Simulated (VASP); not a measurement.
These are PBE GGA, VASP's PBE PAW potentials (set 64) (plane waves; VASP 6.6.1) values and carry that method's errors.

A VASP calculation is set up with these files.

**POSCAR**
```
Be
1
    1.1679000000    -2.0228620000     0.0000000000
    1.1679000000     2.0228620000     0.0000000000
    0.0000000000     0.0000000000     3.6516000000
Be
2
Direct
  0.3333330000   0.6666670000   0.2500000000
  0.6666670000   0.3333330000   0.7500000000
```

### KPOINTS
```
kpoints
0
G
  16 16 9
0 0 0
```

**INCAR**
```
! general
SYSTEM = Be
PREC   = Accurate
ENCUT  = 400
LREAL  = F
LASPH  = T
NBANDS = 4

! electronic loop
EDIFF  = 1E-6
NELM   = 100
ALGO   = Normal

! smearing
ISMEAR = 1
SIGMA  = 0.1

! functional
GGA    = PE

! ions
ISIF   = 2

! output
LWAVE  = F
LCHARG = F
```

POTCAR, in this order: Be (PBE.64 set). Program: vasp_std.

**Question.** What will the output report for the number of irreducible k-points (NKPTS), largest plane-wave count, number of space-group operations, FFT grid (NGX, NGY, NGZ)?

**Answer.** 
```json
{
 "number of irreducible k-points (NKPTS)": "150",
 "largest_plane_wave_count": "330",
 "number_of_space_group_operations": "24",
 "FFT grid (NGX, NGY, NGZ)": "16 × 16 × 24"
}
```

The compound is Be in the hcp structure. The cell was not relaxed at this level. The run is one of a series of settings (NBANDS = 4 against the base run), some of them coarse on purpose.
